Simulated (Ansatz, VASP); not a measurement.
**SnO2 (Cassiterite) in two plane-wave programs**

Aim: how closely do two programs agree when they are given the same cell, functional and k mesh? Other levels of theory on this material are compared in a session of their own.

Main program and level: Ansatz 0.2.0; plane waves, with VASP 6.6.1 beside it; band structure at PBE, spin-orbit coupling.

### 1. The structure

It takes space group P4_2/mnm (No. 136, tetragonal). Conventional cell: a = 4.738 Å, b = 4.738 Å, c = 3.187 Å, α = 90.00°, β = 90.00°, γ = 90.00°. Sn has 6 O at 2.05 to 2.06 Å nearest. O has 3 Sn at 2.05 to 2.06 Å nearest. Farther neighbours and most contacts between anions are not listed.

### 2. VASP: band structure, PBE, spin-orbit coupling

Levels along a path test the potential and the projectors away from the mesh points.

Lines of VASP's logs that name or quote its potential files are left out, and so is its time.

INCAR reads:

```
SYSTEM = SnO2
PREC = Accurate
ENCUT = 520
EDIFF = 1E-06
NELM = 100
ISMEAR = 0
SIGMA = 0.02
LREAL = .FALSE.
ALGO = Normal
GGA = PE
LNONCOLLINEAR = .TRUE.
MAGMOM = 0 0 0 0 0 0 0 0 0 0 0 0 0 0 0 0 0 0
NBANDS = 64
GGA_COMPAT = .FALSE.
LASPH = .TRUE.
LSORBIT = .TRUE.
LORBIT = 11
LWAVE = .FALSE.
LCHARG = .FALSE.
KPAR = 8
```

POSCAR reads:

```
SnO2
1.0
    4.7380000000      0.0000000000      0.0000000000
    0.0000000000      4.7380000000      0.0000000000
    0.0000000000      0.0000000000      3.1865000000
Sn O
2 4
Direct
    0.0000000000      0.0000000000      0.0000000000
    0.5000000000      0.5000000000      0.5000000000
    0.3071000000      0.3071000000      0.0000000000
    0.1929000000      0.8071000000      0.5000000000
    0.6929000000      0.6929000000      0.0000000000
    0.8071000000      0.1929000000      0.5000000000
```

KPOINTS reads:

```
Automatic mesh
0
Gamma
5 5 7
0 0 0
```

KPOINTS_OPT reads:

```
Line mode
16
Line-mode
Reciprocal
  0.00000000   0.00000000   0.00000000 GAMMA
  0.00000000   0.50000000   0.00000000 X

  0.00000000   0.50000000   0.00000000 X
  0.50000000   0.50000000   0.00000000 M

  0.50000000   0.50000000   0.00000000 M
  0.00000000   0.00000000   0.00000000 GAMMA

  0.00000000   0.00000000   0.00000000 GAMMA
  0.00000000   0.00000000   0.50000000 Z

  0.00000000   0.00000000   0.50000000 Z
  0.00000000   0.50000000   0.50000000 R

  0.00000000   0.50000000   0.50000000 R
  0.50000000   0.50000000   0.50000000 A

  0.50000000   0.50000000   0.50000000 A
  0.00000000   0.00000000   0.50000000 Z

  0.00000000   0.50000000   0.00000000 X
  0.00000000   0.50000000   0.50000000 R

  0.50000000   0.50000000   0.00000000 M
  0.50000000   0.50000000   0.50000000 A
```

PAW data sets: Sn_d and O (PBE family, release 64).

Command:

```
mpirun -np 8 vasp_ncl
```

Numbers of over 12 decimals in the logs are rounded to 6 here.

Log:

```text
[banner, memory and clock lines left out]
running    8 mpi-ranks, on    1 nodes
 distrk:  each k-point on    1 cores,    8 groups
 distr:  one band on    1 cores,    1 groups

 POSCAR found type information on POSCAR SnO
 POSCAR found :  2 types and       6 ions
|                                                                             |
|           W    W    AA    RRRRR   N    N  II  N    N   GGGG   !!!           |
|           W    W   A  A   R    R  NN   N  II  NN   N  G    G  !!!           |
|           W    W  A    A  R    R  N N  N  II  N N  N  G       !!!           |
|           W WW W  AAAAAA  RRRRR   N  N N  II  N  N N  G  GGG   !            |
|           WW  WW  A    A  R   R   N   NN  II  N   NN  G    G                |
|           W    W  A    A  R    R  N    N  II  N    N   GGGG   !!!           |
|                                                                             |
|     For optimal performance we recommend to set                             |
|       NCORE = 2 up to number-of-cores-per-socket                            |
|     NCORE specifies how many cores store one orbital (NPAR=cpu/NCORE).      |
|     This setting can greatly improve the performance of VASP for DFT.       |
|     The default, NCORE=1 might be grossly inefficient on modern             |
|     multi-core architectures or massively parallel machines. Do your        |
|     Unfortunately you need to use the default for GW and RPA                |
|     calculations (for HF NCORE is supported but not extensively tested      |
|     yet).                                                                   |
|                                                                             |

 LDA part: xc-table for (Slater+PW92), standard interpolation
 POSCAR, INCAR and KPOINTS ok, starting setup
 FFT: planning ... GRIDC
 FFT: planning ... GRID_SOFT
 FFT: planning ... GRID
 WAVECAR not read
 entering main loop
       N       E                     dE             d eps       ncg     rms          rms(c)
DAV:   1     0.817302431426E+03    0.81730E+03   -0.23973E+04  3544   0.259E+03
DAV:   2     0.134985877112E+03   -0.68232E+03   -0.64657E+03  3232   0.812E+02
DAV:   3    -0.288282226606E+02   -0.16381E+03   -0.15980E+03  3352   0.284E+02
DAV:   4    -0.430425603702E+02   -0.14214E+02   -0.14063E+02  3800   0.932E+01
DAV:   5    -0.434620334304E+02   -0.41947E+00   -0.41827E+00  3632   0.166E+01    0.161E+01
DAV:   6    -0.370816701115E+02    0.63804E+01   -0.21333E+01  4912   0.710E+01    0.593E+00
DAV:   7    -0.372599961153E+02   -0.17833E+00   -0.26604E+00  3456   0.998E+00    0.338E+00
DAV:   8    -0.372477327251E+02    0.12263E-01   -0.30652E-01  4328   0.633E+00    0.110E+00
DAV:   9    -0.372322835985E+02    0.15449E-01   -0.50214E-02  4648   0.355E+00    0.387E-01
DAV:  10    -0.372326794485E+02   -0.39585E-03   -0.13988E-02  4952   0.122E+00    0.143E-01
DAV:  11    -0.372329255125E+02   -0.24606E-03   -0.29391E-03  4400   0.630E-01    0.333E-02
DAV:  12    -0.372329469512E+02   -0.21439E-04   -0.19370E-04  4064   0.206E-01    0.934E-03
DAV:  13    -0.372329506298E+02   -0.36786E-05   -0.33313E-05  4048   0.489E-02    0.101E-02
DAV:  14    -0.372329485919E+02    0.20379E-05   -0.52455E-06  3496   0.358E-02    0.121E-03
DAV:  15    -0.372329486394E+02   -0.47550E-07   -0.10601E-06  2344   0.756E-03
   1 F= -.37232949E+02 E0= -.37232949E+02  d E =-.171102E-15  mag=    -0.0000     0.0000     0.0000
 Start KPOINTS_OPT (optional k-point list driver)
k-point batch [1-24\144]
       N       E                     dE             ncg
DAV:   1     0.132753733665E+05    0.18731E+04     3632
DAV:   2    -0.266738990368E+04   -0.15943E+05     3160
DAV:   3    -0.648281836221E+04   -0.38154E+04     3440
DAV:   4    -0.680363047068E+04   -0.32081E+03     3624
DAV:   5    -0.681322670454E+04   -0.95962E+01     3664
DAV:   6    -0.681371263928E+04   -0.48593E+00     4528
DAV:   7    -0.681372135813E+04   -0.87188E-02     3968
DAV:   8    -0.681372162898E+04   -0.27085E-03     4576
DAV:   9    -0.681372163133E+04   -0.23524E-05     2768
DAV:  10    -0.681372163155E+04   -0.21428E-06     2240
[...]
k-point batch [121-144\144]
       N       E                     dE             ncg
DAV:   1     0.130529192453E+05   -0.26545E+05     3592
DAV:   2    -0.283312252033E+04   -0.15886E+05     3128
DAV:   3    -0.666911823339E+04   -0.38360E+04     3344
DAV:   4    -0.698411958296E+04   -0.31500E+03     3824
DAV:   5    -0.699335937946E+04   -0.92398E+01     3656
DAV:   6    -0.699382598216E+04   -0.46660E+00     4656
DAV:   7    -0.699383081161E+04   -0.48294E-02     3808
DAV:   8    -0.699383101032E+04   -0.19872E-03     4664
DAV:   9    -0.699383101201E+04   -0.16921E-05     2664
DAV:  10    -0.699383101224E+04   -0.22880E-06     2384
```

OUTCAR, selected parts (step 2):

```text
ion  position               nearest neighbor table
   1  0.000  0.000  0.000-   4 2.05   6 2.05   4 2.05   6 2.05   5 2.06   3 2.06   2 3.71   2 3.71
                             2 3.71   2 3.71   2 3.71   2 3.71   2 3.71   2 3.71
   2  0.500  0.500  0.500-   3 2.05   5 2.05   3 2.05   5 2.05   4 2.06   6 2.06   1 3.71   1 3.71
                             1 3.71   1 3.71   1 3.71   1 3.71   1 3.71   1 3.71
   3  0.307  0.307  0.000-   2 2.05   2 2.05   1 2.06
   4  0.193  0.807  0.500-   1 2.05   1 2.05   2 2.06
   5  0.693  0.693  0.000-   2 2.05   2 2.05   1 2.06
   6  0.807  0.193  0.500-   1 2.05   1 2.05   2 2.06

  LATTYP: Found a simple tetragonal cell.
 ALAT       =     4.7380000000
 C/A-ratio  =     0.6725411566

 Subroutine GETGRP returns: Found 16 space group operations
 (whereof  8 operations were pure point group operations)

The static configuration has the point symmetry D_2h.
 The point group associated with its full space group is D_4h.

 Found     24 irreducible k-points:

   k-points           NKPTS =     24   k-points in BZ     NKDIM =     24   number of bands    NBANDS=     64

   dimension x,y,z NGX =    36 NGY =   36 NGZ =   24
   dimension x,y,z NGXF=    72 NGYF=   72 NGZF=   48

   ENCUT  =  520.0 eV  38.22 Ry    6.18 a.u.   8.81  8.81  5.92*2*pi/ulx,y,z

   NELECT =      52.0000    total number of electrons

 k-points in reciprocal lattice and weights: Automatic mesh
   0.00000000  0.00000000  0.00000000       0.006
   0.20000000  0.00000000  0.00000000       0.023
   0.40000000  0.00000000  0.00000000       0.023
   0.20000000  0.20000000  0.00000000       0.023
   0.40000000  0.20000000  0.00000000       0.046
   0.40000000  0.40000000  0.00000000       0.023
   0.00000000  0.00000000  0.14285714       0.011
   0.20000000  0.00000000  0.14285714       0.046
   0.40000000  0.00000000  0.14285714       0.046
[...]
0.40000000  0.20000000  0.42857143       0.091
   0.40000000  0.40000000  0.42857143       0.046

 average (electrostatic) potential at core
       1 -99.2845       2 -99.2845       3 -67.8024       4 -67.8024       5 -67.8024
       6 -67.8024

 E-fermi :   6.2442

 k-point     1 :       0.0000    0.0000    0.0000
  band No.  band energies     occupation
    ...
     48       5.3485      1.00000
     49       5.3738      1.00000
     50       5.3738      1.00000
     51       6.1410      1.00000
     52       6.1410      1.00000
     53       7.4161      0.00000
     54       7.4161      0.00000
     55      12.2961      0.00000
     56      12.2961      0.00000
     57      12.3782      0.00000
    ...

 k-point     2 :       0.2000    0.0000    0.0000
  band No.  band energies     occupation
    ...
     48       4.9435      1.00000
     49       5.3870      1.00000
     50       5.3870      1.00000
     51       5.9458      1.00000
     52       5.9458      1.00000
     53       8.3355      0.00000
     54       8.3355      0.00000
     55      11.9748      0.00000
     56      11.9748      0.00000
     57      12.6189      0.00000
    ...

 k-point     3 :       0.4000    0.0000    0.0000
  band No.  band energies     occupation
    ...
     48       4.9591      1.00000
     49       5.4517      1.00000
     50       5.4517      1.00000
     51       5.5982      1.00000
     52       5.5982      1.00000
     53       9.8645      0.00000
     54       9.8645      0.00000
     55      11.1941      0.00000
     56      11.1941      0.00000
     57      13.0651      0.00000
    ...

  Total        4.7580748      4.7580748      6.2229926      0.0000000      0.0000000      0.0000000
  in kB      106.5706993    106.5706993    139.3817236      0.0000000      0.0000000      0.0000000
  external PRESSURE =     117.5077074 kB  Pullay stress =       0.0000000 kB

  energy-cutoff  :      520.00
  volume of cell :       71.53
      direct lattice vectors                 reciprocal lattice vectors
     4.738000000  0.000000000  0.000000000     0.211059519  0.000000000  0.000000000
     0.000000000  4.738000000  0.000000000     0.000000000  0.211059519  0.000000000
     0.000000000  0.000000000  3.186500000     0.000000000  0.000000000  0.313823945

 POSITION                                       TOTAL-FORCE (eV/Angst)
 -----------------------------------------------------------------------------------
      0.00000      0.00000      0.00000         0.000000      0.000000     -0.000000
      2.36900      2.36900      1.59325         0.000000      0.000000     -0.000000
      1.45504      1.45504      0.00000        -0.207099     -0.207099      0.000000
      0.91396      3.82404      1.59325         0.207099     -0.207099     -0.000000
      3.28296      3.28296      0.00000         0.207099      0.207099     -0.000000
      3.82404      0.91396      1.59325        -0.207099      0.207099      0.000000
 -----------------------------------------------------------------------------------
    total drift:                               -0.000000      0.000000      0.000000

  FREE ENERGIE OF THE ION-ELECTRON SYSTEM (eV)
  ---------------------------------------------------
  free  energy   TOTEN  =       -37.2329486394 eV

  energy  without entropy=      -37.2329486394  energy(sigma->0) =      -37.23294864

 Spin-Orbit-Coupling matrix elements
 Ion:    1  E_soc:     -0.0735378
 Ion:    2  E_soc:     -0.0735378
 Ion:    3  E_soc:     -0.0003506
 Ion:    4  E_soc:     -0.0003506
 Ion:    5  E_soc:     -0.0003506
 Ion:    6  E_soc:     -0.0003506

 total charge
# of ion       s       p       d       tot
------------------------------------------
    1        0.880   1.103  10.389  12.372
    2        0.880   1.103  10.389  12.372
    3        1.561   3.520   0.000   5.081
    4        1.561   3.520   0.000   5.081
    5        1.561   3.520   0.000   5.081
    6        1.561   3.520   0.000   5.081
--------------------------------------------------
tot          8.004  16.286  20.777  45.067

 magnetization (x)
# of ion       s       p       d       tot
------------------------------------------
    1        0.000   0.000   0.000   0.000
    2        0.000   0.000   0.000   0.000
    3        0.000   0.000   0.000   0.000
    4        0.000   0.000   0.000   0.000
    5        0.000   0.000   0.000   0.000
    6        0.000   0.000   0.000   0.000
--------------------------------------------------
tot          0.000   0.000   0.000   0.000

 magnetization (y)
# of ion       s       p       d       tot
------------------------------------------
    1        0.000   0.000   0.000   0.000
    2        0.000   0.000   0.000   0.000
    3        0.000   0.000   0.000   0.000
    4        0.000   0.000   0.000   0.000
    5        0.000   0.000   0.000   0.000
    6        0.000   0.000   0.000   0.000
--------------------------------------------------
tot          0.000   0.000   0.000   0.000

 magnetization (z)
# of ion       s       p       d       tot
------------------------------------------
    1        0.000   0.000  -0.000   0.000
    2        0.000   0.000  -0.000   0.000
    3        0.000   0.000   0.000   0.000
    4        0.000   0.000   0.000   0.000
    5        0.000   0.000   0.000   0.000
    6        0.000   0.000   0.000   0.000
--------------------------------------------------
tot          0.000   0.000  -0.000   0.000

[... 3 further parts left out ...]
```

At this level the cell is under a pressure of 11.8 GPa, so at these settings it is away from equilibrium.

(Continued in part 2 of 2.)

[Lines on the potential files, build, host, timing and source positions are cut from VASP's logs without a mark.]

[Logs are printed without paths, hosts, clocks, repeated set-up lines and the standing remarks that a program may print on its own settings, such as how far it seeks lower states.]

[Hosts, paths, dates, database ids (printed as entryN), source tags and the programs' standing remarks are cut or masked in the printed files.]
